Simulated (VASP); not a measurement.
Data:

```
CELL_PARAMETERS angstrom
      1.85631    -4.90840     0.00000
      1.85631     4.90840     0.00000
      0.00000     0.00000     3.71619
ATOMIC_POSITIONS crystal
  Zr 0.64494 0.35506 0.25000
  Zr 0.35506 0.64494 0.75000
  Si 0.92128 0.07872 0.25000
  Si 0.07872 0.92128 0.75000
```

These are LDA (Ceperley-Alder, Perdew-Zunger), VASP's LDA PAW potentials (set 64) (plane waves; VASP) values and carry that method's errors. Settings: 400 eV cut-off, 10×10×9 Γ-centred mesh, tetrahedra with Blöchl corrections, potentials Zr_sv Si.

The cores are frozen, which limits the accuracy of field gradients.

Q: Give the principal components of the electric field gradient (V/Å²) and the asymmetry η at each nucleus.

A: 
| atom | Vxx | Vyy | Vzz | η |
|---|---|---|---|---|
| Zr1 | 11.1 | 8.5 | -19.6 | 0.14 |
| Zr2 | 11.1 | 8.5 | -19.6 | 0.14 |
| Si3 | 11.1 | 5.6 | -16.7 | 0.33 |
| Si4 | 11.1 | 5.6 | -16.7 | 0.33 |

The structure comes from a computed database's ZrSi entry (Cmcm); how it stands against other phases isn't given here. It was relaxed first.
